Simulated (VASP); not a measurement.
Consider the following.

```yaml
crystal:
  lattice:
    - [-2.12631, 2.12631, 2.12631]
    - [2.12631, -2.12631, 2.12631]
    - [2.12631, 2.12631, -2.12631]
  atoms:
    - { symbol: Na, position: [0.00000, 0.00000, 0.00000] }
```

Method: r2SCAN meta-GGA, VASP's PBE PAW potentials (set 64) (plane waves; VASP). Settings: 520 eV cut-off, 12×12×12 Γ-centred mesh, first-order Methfessel-Paxton smearing of 0.10 eV, potentials Na_pv.

The job: Na (bcc), 1 atom, r2SCAN, static run, 520 eV, 12×12×12 Γ-centred mesh. Roughly how much core time does it take on a busy server core?

About 60 core-seconds (one run on a shared machine, a rough figure). It had 72 irreducible k-points, 7 bands, up to 1055 plane waves and 29 electronic steps.

The compound is Na in the bcc structure. It was relaxed first.
